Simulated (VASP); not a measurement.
An input for Ansatz (written as the equivalent of a VASP run, and not itself run):

Ansatz 0.2 input:
```yaml
crystal:
  lattice:
    - [0.0000000, 2.2350000, 2.2350000]
    - [2.2350000, 0.0000000, 2.2350000]
    - [2.2350000, 2.2350000, 0.0000000]
  atoms:
    - { symbol: Nb, position: [0.0000000, 0.0000000, 0.0000000] }
    - { symbol: C, position: [0.5000000, 0.5000000, 0.5000000] }
kpoints:
  mp_grid: { grid: [4, 4, 4] }
hamiltonian:
  xc: lda
  pseudopotentials: { kind: paw }
scf:
  occupations: { method: fermi_dirac, width: 0.1 }
  max_iter: 100
output: { forces: true, stress: true, eigenvalues: true }
```

Problem. Translate this input to VASP (INCAR, KPOINTS, POSCAR, choice of POTCAR).

Solution. This is not unique; one that fits is 
**KPOINTS**
```
Automatic
0
Gamma
 4 4 4
```

**INCAR**
```
SYSTEM = NbC
PREC = Accurate; ENCUT = 400; LREAL = .FALSE.
LASPH = .TRUE.
EDIFF = 1E-6; NELM = 100; ALGO = Normal
LMAXMIX = 4
ISMEAR = -1; SIGMA = 0.1
ISIF = 2
LWAVE = .FALSE.; LCHARG = .FALSE.
```

POSCAR:
```
NbC
1
    0.0000000000     2.2350000000     2.2350000000
    2.2350000000     0.0000000000     2.2350000000
    2.2350000000     2.2350000000     0.0000000000
Nb C
1 1
Direct
  0.0000000000   0.0000000000   0.0000000000
  0.5000000000   0.5000000000   0.5000000000
```

POTCAR, in this order: Nb_sv C (LDA.64 set). Program: vasp_std.

What does not carry over: each code has its own PAW files, so the cut-off isn't converted (ENCUT is set for VASP's; basis.ecutwfc is left out, and Ansatz then takes the one that its files recommend); Ansatz stops its SCF on the density residual and VASP on the energy change (EDIFF); Ansatz's lda is the Perdew-Wang form, while the LDA potentials of VASP carry Perdew-Zunger's.

The structure is a typed NbC crystal. The cell was not relaxed at this level. The k-mesh is coarse (spacing up to 0.61 per Å, 2π included), so the numbers may not be converged in it. The run is one of a series of settings (KPOINTS 4×4×4 Γ-centred mesh against the base run), some of them coarse on purpose.
